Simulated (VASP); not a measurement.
A convergence study with VASP on VN: one setting is varied, all else stays as given below, so the limit is that of these other settings.

```
VN
1.0
    2.94206     0.00000     0.00000
   -2.94206     2.94206     0.00000
    0.00000     0.00000    20.24101
N V
4 4
Direct
  0.00000   0.50000   0.44861
  0.00000   0.00000   0.34583
  0.00000   0.50000   0.65417
  0.00000   0.00000   0.55139
  0.00000   0.00000   0.44861
  0.00000   0.50000   0.34583
  0.00000   0.00000   0.65417
  0.00000   0.50000   0.55139
```

The numbers are results of PBEsol GGA, VASP's PBE PAW potentials (set 64) (plane waves; VASP), not measurements. The tightest run used: 400 eV cut-off, 29×29×1 Γ-centred mesh, Gaussian smearing of 0.10 eV, potentials N V_sv.

```tsv
setting	E (eV/atom)	irreducible k-points
3×3×1 mesh	-9.9377	3
4×4×1 mesh	-10.0235	6
5×5×1 mesh	-10.0132	6
6×6×1 mesh	-9.9974	10
7×7×1 mesh	-10.0088	10
8×8×1 mesh	-10.0129	15
10×10×1 mesh	-10.0101	21
```

### Question
These are the cheaper rows. Estimate the results at 29×29×1 mesh, and how far the last row shown lies from them.

### Answer

```csv
quantity,tightest run,last row shown is off by
E (eV/atom),-10.0087,-0.0014
```

Left out are rungs that failed or repeat a setting and relaxations that didn't move; long series are thinned to 24 rows.

The cell is a sheet or thin cut with vacuum, built from a generated structure. The run is not spin-polarised, so no magnetic state was tried.
